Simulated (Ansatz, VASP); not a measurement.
# InAs: VASP beside Ansatz, part 2 of 2

One calculation is typed for both programs; each brings its own data sets. How far apart do they land? The cell is taken from a series of runs on this material, whose earlier steps may have relaxed, scaled, displaced or heated it; both programs get it as it stands.

VASP 6.6.1 and Ansatz 0.2.0.

So far: The starting structure; VASP: zone-centre phonons, PBEsol, pair 1; Ansatz: zone-centre phonons, PBEsol, pair 1; Side by side.

## Step 5: Ansatz: zone-centre phonons, PBEsol, pair 2

Level of this step: Ansatz beside VASP: Kohn-Sham DFT, plane waves, PBEsol (Ansatz).

Second derivatives magnify differences that forces hide, and they need a tight electronic threshold. The cell compared in this pair holds 54.13 Å³, against 53.00 Å³ for the pair before.

The cell is taken from a series of runs on this material, whose earlier steps may have relaxed, scaled, displaced or heated it; both programs get it as it stands.

Contents of input.yaml:

```yaml
crystal:
  lattice:
    - [0.0, 3.0024056592, 3.0024056592]
    - [3.0024056592, 0.0, 3.0024056592]
    - [3.0024056592, 3.0024056592, 0.0]
  atoms:
    - { symbol: As, position: [0.75, 0.75, 0.75] }
    - { symbol: In, position: [0.0, 0.0, 0.0] }
kpoints:
  mp_grid: { grid: [12, 12, 12] }
hamiltonian:
  xc: pbesol
  pseudopotentials: { kind: paw, azcp: { folder: soft_1 }, xc_functional: pbe }
scf:
  occupations: { method: methfessel_paxton, width: 0.2 }
output:
  eigenvalues: true
phonons:
  method: dfpt
```

Run with:

```console
$ ansatz run input.yaml --threads 4 --pin off --max-ram 10240MiB --backend cpu --events-out ev --progress --plain --runs-dir out
```

Numbers of over 12 decimals in the logs are rounded to 6 here.

Output:

```text
[...]
Crystal: 2 atoms, lattice volume = 54.130 Å³
Basis set: ecut = 420 eV, 1067 PW (Γ), exchange–correlation on 60×60×60 points (8 copies of the dense FFT grid, shifted against one another)
Bands: 18, of which v1, the nominal top of the filled ones, is band 14 counted from 1 (13 counted from 0)
Symmetry: 24 space group operations
k-points: 163 of 1728 (irreducible under 8 space group operations, time reversal used)
[...]
k-point 1: bands = [... 10 lower, -4.1378, 6.5367, 7.7214, 7.7214, 8.6492, 11.7217, 11.8340, 11.8340]
  k-point 2: bands = [... 10 lower, -3.9179, 5.2706, 7.4896, 7.4896, 9.0624, 12.1068, 12.1518, 12.1518]
  k-point 162: bands = [... 10 lower, -2.0404, 2.0030, 4.7456, 4.8213, 12.0372, 12.0892, 12.8038, 13.8129]
[...]
ASR residual: 4.033e-5 → 0.000e0 eV/Å²; symmetrization residual: 1.743e-5 eV/Å²
  ASR residual per site (eV/Å²): 1.83e-5 4.03e-5
  Γ frequencies (cm⁻¹): 0.00 0.00 0.00 219.64 219.64 219.64
[...]
[key lines of the parts left out:]
SCF converged after 9 iterations
Free energy (F): -10338.879300 eV
Fermi energy:    7.859137 eV
```

## Step 6: VASP: zone-centre phonons, PBEsol, pair 2

The same cell, functional, mesh and smearing now go to VASP, with its own data sets.

Contents of INCAR:

```
SYSTEM = InAs
PREC = Accurate
ENCUT = 500
EDIFF = 1E-08
NELM = 120
ISMEAR = 1
SIGMA = 0.2
LREAL = .FALSE.
ALGO = Normal
GGA = PS
NBANDS = 15
LORBIT = 11
LWAVE = .FALSE.
LCHARG = .FALSE.
ISIF = 2
IBRION = 8
LASPH = .TRUE.
GGA_COMPAT = .FALSE.
KPAR = 2
```

Contents of POSCAR:

```
InAs
1.0
    0.0000000000      3.0024056592      3.0024056592
    3.0024056592      0.0000000000      3.0024056592
    3.0024056592      3.0024056592      0.0000000000
As In
1 1
Direct
    0.7500000000      0.7500000000      0.7500000000
    0.0000000000      0.0000000000      0.0000000000
```

Contents of KPOINTS:

```
Automatic mesh
0
Gamma
12 12 12
0 0 0
```

The projector-augmented-wave data sets are As and In_d (PBE family, release 64).

Run with:

```console
$ mpirun -np 2 vasp_std
```

Output:

```text
[banner, memory and clock lines left out]
running    2 mpi-ranks, on    1 nodes
[...]
[... a notice as in an earlier step ...]

 LDA part: xc-table for (Slater+PW92), standard interpolation
 POSCAR, INCAR and KPOINTS ok, starting setup
[...]
entering main loop
       N       E                     dE             d eps       ncg     rms          rms(c)
DAV:   1     0.110241538697E+03    0.11024E+03   -0.82738E+03  2167   0.127E+03
DAV:   2    -0.139673501508E+01   -0.11164E+03   -0.10746E+03  2342   0.297E+02
DAV:   3    -0.859017967510E+01   -0.71934E+01   -0.71584E+01  2748   0.775E+01
DAV:   4    -0.877122022560E+01   -0.18104E+00   -0.18100E+00  2810   0.135E+01
[...]
DAV:  15    -0.847157645767E+01   -0.45431E-07   -0.31156E-09  1955   0.663E-04    0.452E-04
DAV:  16    -0.847157647589E+01   -0.18223E-07   -0.80999E-10  1493   0.260E-04    0.142E-04
DAV:  17    -0.847157647992E+01   -0.40302E-08   -0.63418E-10  1339   0.216E-04
   1 F= -.84715765E+01 E0= -.84717071E+01  d E =0.391969E-03
[...]
RMM:   9    -0.453262393065E-01   -0.60509E-06   -0.23584E-08 16289   0.394E-04    0.108E-04
RMM:  10    -0.453262974904E-01   -0.58184E-07    0.33256E-08 17555   0.149E-04    0.717E-05
RMM:  11    -0.453262913904E-01    0.61001E-08   -0.29991E-08 16532   0.583E-05    0.114E-05
 first order change of Fermi-energy   0.30490E-03
 force on displaced ion       1 direction 1 :  -8.077  -0.000  -0.000
 Linear response progress:
  Degree of freedom:   2/  2
       N       E                     dE             d eps       ncg     rms          rms(c)
RMM:   1    -0.233098452313E+00   -0.23310E+00   -0.84823E-02 11335   0.493E+00
RMM:   2    -0.235657631241E+00   -0.25592E-02   -0.13774E-02 14251   0.106E+00    0.796E-02
RMM:   3    -0.235625412791E+00    0.32218E-04   -0.16488E-03 15390   0.328E-01    0.398E-02
RMM:   4    -0.235430733230E+00    0.19468E-03   -0.16771E-04 15859   0.112E-01    0.212E-02
[...]
RMM:   9    -0.235389851397E+00    0.56437E-06   -0.77117E-07 17350   0.776E-04    0.681E-05
RMM:  10    -0.235389862267E+00   -0.10869E-07   -0.72220E-07 17594   0.327E-04    0.386E-05
RMM:  11    -0.235389861100E+00    0.11667E-08    0.80872E-08 17826   0.162E-04    0.139E-05
 first order change of Fermi-energy  -0.42076E-04
 force on displaced ion       2 direction 1 :  -8.048  -0.000  -0.000
 Linear response finished
```

From OUTCAR (step 6):

```text
  Total        0.8826345      0.8826345      0.8826345     -0.0000000     -0.0000000     -0.0000000
  in kB       26.1248253     26.1248253     26.1248253     -0.0000000     -0.0000000     -0.0000000
  external PRESSURE =      26.1248253 kB  Pullay stress =       0.0000000 kB

 POSITION                                       TOTAL-FORCE (eV/Angst)
 -----------------------------------------------------------------------------------
      4.50361      4.50361      4.50361         0.000000     -0.000000      0.000000
      0.00000      0.00000      0.00000        -0.000000      0.000000     -0.000000
 -----------------------------------------------------------------------------------
    total drift:                                0.000000      0.000000      0.000000

[... 1 part as in an earlier step ...]

[... 1 further part left out ...]
```

## Step 7: Side by side

What differs besides the data sets and the points named for the pairs above, as far as they apply: the data sets hold 28 valence electrons in Ansatz (on its PAW soft_1 files) and 18 in VASP. Total energies have different zeros and are not compared.

The two programs side by side:

| quantity | Ansatz | VASP | difference |
| --- | --- | --- | --- |
| optical mode 1 to 3 (cm⁻¹) | 219.6 | 219.9 | -0.14 % |

Modes are paired by rising frequency, not by their patterns, so a pair may set unlike modes beside each other; they are those without the splitting of longitudinal modes.

## Step 8: Summary of results

- r.m.s. difference of the optical zone-centre modes, each program's sorted by frequency (zone-centre phonons, PBEsol, pair 1): 0.57 cm⁻¹
- r.m.s. difference of the optical zone-centre modes, each program's sorted by frequency (zone-centre phonons, PBEsol, pair 2): 0.30 cm⁻¹

What this shows: The r.m.s. difference of the optical zone-centre modes, each program's sorted by frequency is 0.57 cm⁻¹ (zone-centre phonons, PBEsol, pair 1). The data sets hold unlike numbers of valence electrons (28 in Ansatz and 18 in VASP), so part of the differences comes from the potentials. How closely two codes agree says nothing of how well the functional describes the real material.

[Lines on the potential files, build, host, timing and source positions are cut from VASP's logs without a mark.]

[Logs are printed without paths, hosts, clocks, repeated set-up lines and the standing remarks that a program may print on its own settings, such as how far it seeks lower states.]

[Hosts, paths, dates, database ids (printed as entryN), source tags and the programs' standing remarks are cut or masked in the printed files.]
